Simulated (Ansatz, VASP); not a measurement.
# HfCdS3: VASP beside Ansatz, part 3 of 3

One calculation is typed for both programs; each brings its own data sets. How far apart do they land? The cell is generated by rule, not measured, and may not be a known phase. The cell is taken from a series of runs on this material, whose earlier steps may have relaxed, scaled, displaced or heated it; both programs get it as it stands.

VASP 6.6.1 and Ansatz 0.2.0.

So far: The structure; VASP: zone-centre phonons, PBEsol.

The structure was built from a prototype and need not be the compound's stable phase.

### Step 3. Ansatz: zone-centre phonons, PBEsol

Level of this step: Ansatz beside VASP: Kohn-Sham DFT, plane waves, PBEsol (Ansatz).

Ansatz runs on its PAW soft_1 files.

The same cell, functional, mesh and smearing now go to Ansatz, which takes its cutoff from its data sets.

Input file input.yaml:

```yaml
crystal:
  lattice:
    - [4.883728423, 0.0, 0.0]
    - [0.0, 4.883728423, 0.0]
    - [0.0, 0.0, 4.883728423]
  atoms:
    - { symbol: Cd, position: [0.0, 0.0, 0.0] }
    - { symbol: Hf, position: [0.5, 0.5, 0.5] }
    - { symbol: S, position: [0.5, 0.5, 0.0] }
    - { symbol: S, position: [0.5, 0.0, 0.5] }
    - { symbol: S, position: [0.0, 0.5, 0.5] }
kpoints:
  mp_grid: { grid: [8, 8, 8] }
hamiltonian:
  xc: pbesol
  pseudopotentials: { kind: paw, azcp: { folder: soft_1 }, xc_functional: pbe }
scf:
  occupations: { method: methfessel_paxton, width: 0.2 }
output:
  eigenvalues: true
phonons:
  method: dfpt
```

Launch:

```bash
> ansatz run input.yaml --threads 4 --pin off --max-ram 16384MiB --backend cpu --events-out ev --progress --plain --runs-dir out
```

Numbers of over 12 decimals in the logs are rounded to 6 here.

Log:

```text
zone centre: on kpoints.mp_grid the ground state, and the responses unless they are solved on pairs of k-points, stand on 125 of the mesh's 512 k-points, reduced under 8 symmetry operations, with k and −k counted as one. Each operation leaves every solved displacement unchanged or reverses it
Engine: ansatz 0.2.0, aarch64-unknown-linux-gnu
Pseudopotentials: kind: paw
Pseudopotential: Cd, paw, valence charge 20, recommended cutoff 420 eV (normal), soft_1/Cd.paw.azcp
Pseudopotential: Hf, paw, valence charge 26, recommended cutoff 420 eV (normal), soft_1/Hf.paw.azcp
Pseudopotential: S, paw, valence charge 6, recommended cutoff 420 eV (normal), soft_1/S.paw.azcp
Functional definition: PBEsol
  exchange = pbesol_x
  correlation = pbesol_c
Crystal: 5 atoms, lattice volume = 116.481 Å³
Basis set: ecut = 420 eV, 2301 PW (Γ), exchange–correlation on 72×72×72 points (8 copies of the dense FFT grid, shifted against one another)
Bands: 39, of which v1, the nominal top of the filled ones, is band 32 counted from 1 (31 counted from 0)
Symmetry: 48 space group operations
k-points: 125 of 512 (irreducible under 8 space group operations)
Non-local potential: Cd, projectors of the file, l = 0: 3, l = 1: 2, l = 2: 2, l = 3: 1
Non-local potential: Hf, projectors of the file, l = 0: 3, l = 1: 2, l = 2: 2, l = 3: 3
Non-local potential: S, projectors of the file, l = 0: 2, l = 1: 2, l = 2: 1
PAW form: soft (Blöchl's): semilocal exchange-correlation on the pseudo side does not see the compensation charge
PAW frozen core: Cd, regenerated for the run's functional, and the local potential with it (the file was generated under x = pbe(κ = 0.804, μ = 0.219515), c = pbe(β = 0.066725))
PAW frozen core: Hf, regenerated for the run's functional, and the local potential with it (the file was generated under x = pbe(κ = 0.804, μ = 0.219515), c = pbe(β = 0.066725))
PAW frozen core: S, regenerated for the run's functional, and the local potential with it (the file was generated under x = pbe(κ = 0.804, μ = 0.219515), c = pbe(β = 0.066725))
PAW one-centre angular grid: Cd, 590 points (default); XC on 64 Gauss nodes
PAW one-centre angular grid: Hf, 590 points (default); XC on 64 Gauss nodes
PAW one-centre angular grid: S, 110 points (default); XC on 64 Gauss nodes
Initial density: superposition of atomic densities (chi_scale 0.1, normalization cell, long waves kept (reshape's long-wave potential 0.00 eV rms))
Initial wavefunctions: pseudopotential atomic-orbital guess
Functional: x = pbesol(κ = 0.804, μ = 0.123457), c = pbesol(β = 0.046)
SCF iter   1: F=—  HF=-26442.508926 eV  |F-HF|=—  |Δ(HF+E_count)|=         —  Δρ=5.07e-2  dr2=7.57e0  ethr=3.10e-3  ⟨swp⟩=6.4  Hψ=20160  notcnv=0
preconditioner: auto → Kerker (q_TF=auto, 2.469 Å⁻¹)  [metal: Δε(μ)=0.045 eV  Ē_g=11.478 eV  σ=0.200 eV  W_gap=0.19  n_scr=26 (ndim 8)  ℏωp=23.8 eV  f_vac=0.006  D(μ)=2.62/eV (n_scr^D=18)]
SCF iter   2: F=—  HF=-26441.421288 eV  |F-HF|=—  |Δ(HF+E_count)|=    1.09e0  S|Δr|=    0.00e0  Δρ=2.90e-2  dr2=3.08e0  ethr=3.10e-3  ⟨swp⟩=2.9  Hψ=9798  notcnv=0  defer=158
SCF iter   3: F=—  HF=-26440.836704 eV  |F-HF|=—  |Δ(HF+E_count)|=   5.85e-1  S|Δr|=    0.00e0  Δρ=1.03e-2  dr2=4.17e-1  ethr=3.10e-3  ⟨swp⟩=2.6  Hψ=10249  notcnv=0  defer=149
SCF iter   4: F=—  HF=-26440.597976 eV  |F-HF|=—  |Δ(HF+E_count)|=   2.39e-1  S|Δr|=    0.00e0  Δρ=6.16e-3  dr2=1.06e-1  ethr=6.52e-4  ⟨swp⟩=2.2  Hψ=10017  notcnv=0  defer=161
SCF iter   5: F=—  HF=-26440.573810 eV  |F-HF|=—  |Δ(HF+E_count)|=   2.42e-2  S|Δr|=    0.00e0  Δρ=1.50e-3  dr2=3.07e-3  ethr=1.66e-4  ⟨swp⟩=2.0  Hψ=5841  notcnv=0  defer=161
SCF iter   6: F=—  HF=-26440.573907 eV  |F-HF|=—  |Δ(HF+E_count)|=   9.64e-5  S|Δr|=    0.00e0  Δρ=5.88e-4  dr2=3.95e-4  ethr=4.80e-6  ⟨swp⟩=2.0  Hψ=8731  notcnv=0  defer=161
SCF iter   7: F=—  HF=-26440.574068 eV  |F-HF|=—  |Δ(HF+E_count)|=   1.61e-4  S|Δr|=    0.00e0  Δρ=3.20e-4  dr2=1.76e-4  ethr=6.17e-7  ⟨swp⟩=2.1  Hψ=8524  notcnv=0  defer=161
SCF iter   8: F=—  HF=-26440.574043 eV  |F-HF|=—  |Δ(HF+E_count)|=   2.47e-5  S|Δr|=    0.00e0  Δρ=9.19e-5  dr2=1.81e-5  ethr=2.76e-7  ⟨swp⟩=2.0  Hψ=8199  notcnv=0  defer=161
SCF iter   9: F=—  HF=-26440.574042 eV  |F-HF|=—  |Δ(HF+E_count)|=   4.12e-7  S|Δr|=    0.00e0  Δρ=2.84e-5  dr2=1.50e-6  ethr=2.83e-8  ⟨swp⟩=2.0  Hψ=8073  notcnv=0  defer=161
SCF iter  10: F=—  HF=-26440.574053 eV  |F-HF|=—  |Δ(HF+E_count)|=   1.07e-5  S|Δr|=    0.00e0  Δρ=7.42e-6  dr2=1.06e-7  ethr=2.34e-9  ⟨swp⟩=2.0  Hψ=5722  notcnv=0  defer=161
SCF iter  11: F=—  HF=-26440.574053 eV  |F-HF|=—  |Δ(HF+E_count)|=   1.55e-8  S|Δr|=    0.00e0  Δρ=2.01e-6  dr2=6.69e-9  ethr=1.65e-10  ⟨swp⟩=2.1  Hψ=6857  notcnv=0  defer=161
SCF iter  12: F=—  HF=-26440.574053 eV  |F-HF|=—  |Δ(HF+E_count)|=  5.06e-10  S|Δr|=    0.00e0  Δρ=4.83e-7  dr2=2.57e-10  ethr=1.04e-11  ⟨swp⟩=2.0  Hψ=7280  notcnv=0  defer=161
SCF iter  13: F=—  HF=-26440.574053 eV  |F-HF|=—  |Δ(HF+E_count)|=  1.27e-10  S|Δr|=    0.00e0  Δρ=9.37e-8  dr2=7.76e-12  ethr=1.00e-12  ⟨swp⟩=12.4  Hψ=32523  notcnv=0
SCF iter  14: F=-26440.574053 eV  HF=-26440.574053 eV  |F-HF|=0.00e0  |Δ(HF+E_count)|=    0.00e0  S|Δr|=    0.00e0  Δρ=3.31e-8  dr2=1.62e-12  ethr=1.00e-12  ⟨swp⟩=5.6  Hψ=20874  notcnv=0
SCF 1 converged in 14 iterations: F = -26440.574053 eV  dr2 = 1.62e-12
  greatest PAW one-centre occupation: 1.000 electrons in one spin orbital (limit 2), on the Cd atom at site 0 (counted from 0), in its partial waves of l = 0
DFPT response loops at Γ: preconditioner auto → Kerker (q_TF=auto, 2.469 Å⁻¹) (partly filled bands, converged f_vac=0.015); β = 1.00, the filter's whole step (`scf.mixing.beta` (0.50) is not read by the response loops under this deck's `scf.mixing.preconditioner`; to damp them name `kerker` or `kerker_dos`, under which they read `scf.mixing.beta`, and type it under 1.00, their step now; both keys bind the ground state too); Broyden in place of MSR1
SCF converged after 14 iterations
Stability not checked: this state was not tested for a lower state beside it, because cold or Methfessel-Paxton smearing, or corrected tetrahedra, fill the levels in a way that the test cannot read (fill_not_monotonic; see scf.lower_state_search)
Free energy (F): -26440.574053 eV
Harris-Foulkes:  -26440.574053 eV  (|F-HF|=0.00e0)
Internal energy: -26440.564385 eV  (E = F + TS)
E sigma→0 (E₀):  -26440.571636 eV
Entropy (-TS):   -0.009668 eV (-1.934 meV/atom)
Fermi energy:    8.091069 eV
--- Per-component energies (eV) ---
  E_band       = -734.916610
  E_kinetic    = 1162.971224
  E_local      = -12586.451498  (includes V_loc(G=0)·N_el)
  E_nonlocal   = 296.972635
  E_hartree    = 5869.836279
  E_xc         = -680.903449
  E_vxc        = -693.684842  (∫ρ·V_xc dr)
  E_paw        = -13386.504434  (= ΣΔE_a)
  E_vpaw       = -654.396998  (= ΣTr[D̂ρ^β])
  E_aug_tail   = 0.000420  (compensation charges beyond the density's cutoff)
  E_ewald      = -7118.264427
  E_core_change = 1.778865  (= ΣΔE_core)
  E_smearing   = -0.009668  (= −TS)
  E_closure    = -0.000000  (closes the sum)
  Σ components = -26440.574053   (vs F -26440.574053, Δ=0.00e0)
--- Band table (eV; the first three rows and the last of 125) ---
  k-point 0: bands = [... 28 lower, 7.0581, 7.0581, 7.6716, 7.6716, 7.6716, 9.0414, 9.0414, 9.0414, ... 3 higher]
  k-point 1: bands = [... 28 lower, 6.8270, 7.0025, 7.5600, 7.5600, 7.5978, 9.0498, 9.5374, 9.5374, ... 3 higher]
  k-point 2: bands = [... 28 lower, 6.3080, 6.8761, 7.5372, 7.5372, 8.1784, 9.0702, 10.4838, 10.4838, ... 3 higher]
  k-point 124: bands = [... 28 lower, 4.1828, 6.6121, 8.3364, 8.3364, 8.3364, 12.2681, 12.2681, 12.2681, ... 3 higher]
--- Phonons (Γ-DFPT): 4 representative perturbations + reference, on 125 of 512 k-points (Σ response iterations 12) ---
  k mesh reduced under 8 symmetry operations, with k and −k counted as one. Each operation leaves every solved displacement unchanged or reverses it
  ASR residual: 3.830e-5 → 0.000e0 eV/Å²; symmetrization residual: 3.365e-6 eV/Å²
  ASR residual per site (eV/Å²): 3.83e-5 8.54e-6 7.13e-6 7.13e-6 7.13e-6
  Γ frequencies (cm⁻¹): -134.87 -134.87 -134.87 -112.33 -112.33 -112.33 -41.86 -41.86 -41.86 0.00 0.00 0.00 364.46 364.46 364.46
  non-analytic LO–TO correction: not included (Born effective charges unavailable; polar crystals: no LO–TO splitting at Γ)
```

The column dr2 measures how far the density is from self-consistency, as an energy; F and HF (Harris–Foulkes) agree once it is small.

### Step 4. Comparison

Known differences besides the potentials themselves: the data sets hold 64 valence electrons in Ansatz (on its PAW soft_1 files) and 40 in VASP; the cutoff is 420 eV in Ansatz and 500 eV in VASP; Ansatz makes its cores anew for this functional, VASP keeps those of its PBE data sets. Total energies have different zeros and are not compared.

Both answers:

| quantity | Ansatz | VASP | difference |
| --- | --- | --- | --- |
| optical mode 1 to 3 (imaginary, printed as negative) (cm⁻¹) | -134.9 | -133.0 | -1.9 |
| optical mode 4 to 6 (imaginary, printed as negative) (cm⁻¹) | -112.3 | -110.0 | -2.4 |
| optical mode 7 to 9 (imaginary, printed as negative) (cm⁻¹) | -41.9 | -39.6 | -2.3 |
| optical mode 10 to 12 (cm⁻¹) | 364.5 | 362.8 | +0.45 % |

Modes are paired by rising frequency, not by their patterns, so a pair may set unlike modes beside each other; they are those without the splitting of longitudinal modes.

### Step 5. Outcome

```json
{
 "r.m.s. difference of the optical zone-centre modes, each program's sorted by frequency (zone-centre phonons, PBEsol)": "2.1 cm⁻¹"
}
```

**Reading.** The r.m.s. difference of the optical zone-centre modes, each program's sorted by frequency is 2.1 cm⁻¹ (zone-centre phonons, PBEsol). The data sets hold unlike numbers of valence electrons (64 in Ansatz and 40 in VASP), so part of the differences comes from the potentials. Such differences can come from data sets, numerical settings and the points named under the comparisons, not from the functional's error against experiment.

[Lines on the potential files, build, host, timing and source positions are cut from VASP's logs without a mark.]

[Logs are printed without paths, hosts, clocks, repeated set-up lines and the standing remarks that a program may print on its own settings, such as how far it seeks lower states.]

[Hosts, paths, dates, database ids (printed as entryN), source tags and the programs' standing remarks are cut or masked in the printed files.]
